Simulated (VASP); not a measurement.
The system is HgTe (Coloradoite).

```
Hg Te
1.0
     0.00000    3.25801    3.25801
     3.25801    0.00000    3.25801
     3.25801    3.25801    0.00000
Hg Te
1 1
Cartesian
  0.0000 0.0000 0.0000
  1.6290 1.6290 1.6290
```

Base run:

- Program: VASP 6.6.1
- Functional: r2SCAN
- Potentials or basis: VASP PAW PBE potentials, release 64 (Hg, Te)
- Cutoff: 520 eV
- k mesh: 10 × 10 × 10
- Occupations: gaussian, width 0.03 eV
- Spin: no spin polarisation

Its results: pressure 1.2 GPa.

Q: After a change of settings the same cell gave: pressure -1.4 GPa. Which change was it?
A. functional from r2SCAN to PBE; spin from no spin polarisation to spin-orbit coupling, no magnetisation
B. functional from r2SCAN to PBE; further incar settings from ALGO = Normal; EDIFF = 1e-06 to ALGO = Normal; EDIFF = 1e-06; NBANDS = 57
C. functional from r2SCAN to LDA; potentials or basis from VASP PAW PBE potentials, release 64 (Hg, Te) to VASP PAW LDA potentials, release 64 (Hg, Te)
D. functional from r2SCAN to PBE

A: C.

Caveats: the PAW data sets were made with another functional, which shifts forces and pressure a little (some runs).
